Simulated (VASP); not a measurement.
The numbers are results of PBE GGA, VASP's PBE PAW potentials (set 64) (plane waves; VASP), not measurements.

VASP input:

**KPOINTS**
```
K-points
0
G
  14 14 8
```

### INCAR
```
! general
SYSTEM  = Zr
PREC    = Accurate
ENCUT   = 500   ! plane-wave cut-off (eV)
LREAL   = .FALSE.   ! projection in real space or not
LASPH   = .TRUE.   ! aspherical one-centre terms

! electronic loop
EDIFF   = 1E-6   ! SCF stop (eV)
NELM    = 100   ! most electronic steps
ALGO    = Normal   ! blocked Davidson
LMAXMIX = 4   ! l cut-off of mixed one-centre charges

! smearing
ISMEAR  = 1   ! Methfessel-Paxton
SIGMA   = 0.1

! functional
GGA     = PE

! ions
IBRION  = 2
NSW     = 40
ISIF    = 3   ! ions, shape and volume
EDIFFG  = -0.02   ! ionic stop
PSTRESS = 200   ! kbar

! output
LWAVE   = .FALSE.
LCHARG  = .FALSE.
```

POSCAR:
```
Zr
1.0
  1.5190998643  -2.6311580402   0.0000000000
  1.5190998643   2.6311580402   0.0000000000
  0.0000000000   0.0000000000   4.9542791315
Zr
2
Cartesian
  1.5190998643   0.8770544342   1.2385697829
  1.5190998643  -0.8770544342   3.7157093486
```

POTCAR, in this order: Zr_sv (PBE.64 set). Program: vasp_std.

Output

### OUTCAR
```
 ion  position               nearest neighbor table
   1  0.333  0.667  0.250-   2 3.04   2 3.04   2 3.04   2 3.04   2 3.04   2 3.04
   2  0.667  0.333  0.750-   1 3.04   1 3.04   1 3.04   1 3.04   1 3.04   1 3.04
  LATTYP: Found a hexagonal cell.
 ALAT       =     3.0381996363
 C/A-ratio  =     1.6306628018
 Subroutine PRICEL returns:
 Original cell was already a primitive cell.
 Subroutine GETGRP returns: Found 24 space group operations
The static configuration has the point symmetry D_3d.
 The point group associated with its full space group is D_6h.
The dynamic configuration has the point symmetry D_3d.
 Subroutine INISYM returns: Found 24 space group operations
 Subroutine IBZKPT returns following result:
 Found    120 irreducible k-points:

 Following reciprocal coordinates:
            Coordinates               Weight
  0.000000  0.000000  0.000000      1.000000
  0.071429  0.000000  0.000000      6.000000
  0.142857  0.000000  0.000000      6.000000
  0.214286  0.000000  0.000000      6.000000
  0.285714 -0.000000  0.000000      6.000000
  0.357143 -0.000000  0.000000      6.000000
  0.428571  0.000000  0.000000      6.000000
  0.500000  0.000000  0.000000      3.000000
  0.071429  0.071429  0.000000      6.000000
  0.142857  0.071429  0.000000     12.000000
  0.214286  0.071429  0.000000     12.000000
  0.285714  0.071429  0.000000     12.000000
  0.357143  0.071429  0.000000     12.000000
  0.428571  0.071429  0.000000     12.000000
  0.142857  0.142857  0.000000      6.000000
  0.214286  0.142857  0.000000     12.000000
  0.285714  0.142857  0.000000     12.000000
  0.357143  0.142857  0.000000     12.000000
  0.428571  0.142857  0.000000      6.000000
  0.214286  0.214286  0.000000      6.000000
  0.285714  0.214286  0.000000     12.000000
  0.357143  0.214286  0.000000     12.000000
...
```

OSZICAR:
```
       N       E                     dE             d eps       ncg     rms          rms(c)
DAV:   1     0.215039584122E+03    0.21504E+03   -0.13632E+04  3840   0.148E+03
DAV:   2    -0.270492530703E+01   -0.21774E+03   -0.21576E+03  4768   0.415E+02
DAV:   3    -0.168627295480E+02   -0.14158E+02   -0.14040E+02  7264   0.796E+01
DAV:   4    -0.171212773472E+02   -0.25855E+00   -0.25841E+00  4144   0.118E+01
DAV:   5    -0.171279933670E+02   -0.67160E-02   -0.67148E-02  5984   0.130E+00    0.195E+01
DAV:   6    -0.166950609241E+02    0.43293E+00   -0.70798E-01  4000   0.803E+00    0.849E+00
DAV:   7    -0.166288974320E+02    0.66163E-01   -0.54484E-01  5712   0.611E+00    0.116E+00
DAV:   8    -0.166372380754E+02   -0.83406E-02   -0.47538E-02  4848   0.199E+00    0.228E-01
DAV:   9    -0.166371769441E+02    0.61131E-04   -0.11040E-03  4928   0.350E-01    0.442E-02
DAV:  10    -0.166371270205E+02    0.49924E-04   -0.37551E-05  5200   0.640E-02    0.153E-02
DAV:  11    -0.166371298170E+02   -0.27965E-05   -0.63170E-06  4336   0.319E-02    0.643E-03
DAV:  12    -0.166371290032E+02    0.81380E-06   -0.33138E-07  2672   0.694E-03
   1 F= -.11693303E+02 E0= -.11693670E+02  d E =-.116933E+02
       N       E                     dE             d eps       ncg     rms          rms(c)
DAV:   1    -0.166329935204E+02    0.41363E-02   -0.30254E-01  3840   0.533E+00    0.482E-01
DAV:   2    -0.166290982686E+02    0.38953E-02   -0.10305E-02  4376   0.870E-01    0.201E-01
DAV:   3    -0.166279956562E+02    0.11026E-02   -0.43976E-03  5296   0.516E-01    0.799E-02
DAV:   4    -0.166280379495E+02   -0.42293E-04   -0.14315E-04  5008   0.969E-02    0.319E-02
DAV:   5    -0.166280526664E+02   -0.14717E-04   -0.44161E-05  5224   0.465E-02    0.817E-03
DAV:   6    -0.166280531992E+02   -0.53285E-06   -0.13442E-06  2936   0.112E-02
   2 F= -.11694061E+02 E0= -.11694395E+02  d E =-.757999E-03
       N       E                     dE             d eps       ncg     rms          rms(c)
DAV:   1    -0.166246431940E+02    0.34095E-02   -0.64426E-02  3840   0.246E+00    0.224E-01
DAV:   2    -0.166238097646E+02    0.83343E-03   -0.21993E-03  4336   0.403E-01    0.930E-02
DAV:   3    -0.166235728594E+02    0.23691E-03   -0.94513E-04  5256   0.240E-01    0.372E-02
DAV:   4    -0.166235835952E+02   -0.10736E-04   -0.31523E-05  5040   0.452E-02    0.149E-02
DAV:   5    -0.166235880575E+02   -0.44624E-05   -0.95201E-06  4776   0.218E-02    0.379E-03
DAV:   6    -0.166235883591E+02   -0.30153E-06   -0.34159E-07  2240   0.606E-03
   3 F= -.11694162E+02 E0= -.11694470E+02  d E =-.859027E-03
       N       E                     dE             d eps       ncg     rms          rms(c)
DAV:   1    -0.166507843124E+02   -0.27196E-01   -0.19242E-01  4272   0.463E+00    0.714E-01
DAV:   2    -0.166466146119E+02    0.41697E-02   -0.12954E-02  4408   0.111E+00    0.225E-01
DAV:   3    -0.166457154460E+02    0.89917E-03   -0.54050E-03  5776   0.581E-01    0.144E-01
DAV:   4    -0.166458301211E+02   -0.11468E-03   -0.24847E-04  4704   0.120E-01    0.550E-02
DAV:   5    -0.166458995665E+02   -0.69445E-04   -0.28430E-04  5816   0.101E-01    0.219E-02
DAV:   6    -0.166458991719E+02    0.39457E-06   -0.91039E-06  4424   0.271E-02
   4 F= -.11694049E+02 E0= -.11694361E+02  d E =0.113898E-03
       N       E                     dE             d eps       ncg     rms          rms(c)
DAV:   1    -0.166341155098E+02    0.11784E-01   -0.73134E-02  4304   0.285E+00    0.443E-01
DAV:   2    -0.166325016417E+02    0.16139E-02   -0.48451E-03  4368   0.679E-01    0.138E-01
DAV:   3    -0.166321542742E+02    0.34737E-03   -0.20355E-03  5776   0.356E-01    0.888E-02
DAV:   4    -0.166322093759E+02   -0.55102E-04   -0.93618E-05  4744   0.734E-02    0.337E-02
DAV:   5    -0.166322479987E+02   -0.38623E-04   -0.10920E-04  5840   0.629E-02    0.131E-02
DAV:   6    -0.166322506066E+02   -0.26079E-05   -0.33305E-06  3664   0.166E-02    0.345E-03
DAV:   7    -0.166322513256E+02   -0.71894E-06   -0.29572E-07  2160   0.725E-03
   5 F= -.11694234E+02 E0= -.11694542E+02  d E =-.716982E-04
```

File OUTCAR:
```
------------------------ aborting loop because EDIFF is reached ----------------------------------------
  FORCE on cell =-STRESS in cart. coord.  units (eV):
  Direction    XX          YY          ZZ          XY          YZ          ZX
  --------------------------------------------------------------------------------------
  Total        4.9318753      4.9318747      4.9414002     -0.0000000      0.0000000      0.0000000
  in kB      199.7512398    199.7512155    200.1370189     -0.0000000      0.0000000      0.0000000
  external PRESSURE =      -0.1201752 kB  Pullay stress =     200.0000000 kB
  volume of cell :       39.56
      direct lattice vectors                 reciprocal lattice vectors
     1.513379856 -2.621250642 -0.000000000     0.330386319 -0.190748642  0.000000000
     1.513379856  2.621250642  0.000000000     0.330386319  0.190748642 -0.000000000
     0.000000000  0.000000000  4.985935874     0.000000000 -0.000000000  0.200564152
 POSITION                                       TOTAL-FORCE (eV/Angst)
 -----------------------------------------------------------------------------------
      1.51338      0.87375      1.24648         0.000000      0.000000      0.000000
      1.51338     -0.87375      3.73945        -0.000000     -0.000000      0.000000
 -----------------------------------------------------------------------------------
    total drift:                                0.000100      0.001077     -0.000018
  FREE ENERGIE OF THE ION-ELECTRON SYSTEM (eV)
  ---------------------------------------------------
  free  energy   TOTEN  =       -16.6322513256 eV

  energy  without entropy=      -16.6331754148  energy(sigma->0) =      -16.63255936
  enthalpy is  TOTEN    =       -11.6942341475 eV   P V=        4.9380171781

 reached required accuracy - stopping structural energy minimisation
```
(Selected blocks of OUTCAR.)

CONTCAR:
```
Zr
   1.00000000000000
     1.5133798560105760   -2.6212506424166868   -0.0000000000000000
     1.5133798560105760    2.6212506424166868    0.0000000000000000
     0.0000000000000000    0.0000000000000000    4.9859358742559658
  Zr
     2
Direct
     0.3333330000000032    0.6666669999999968    0.2500000000000000
     0.6666669999999968    0.3333330000000032    0.7500000000000000
```

The compound is Zr in the hcp structure. This run relaxes it under an external pressure of 20 GPa. Symmetry was kept, so distortions that lower it aren't found.
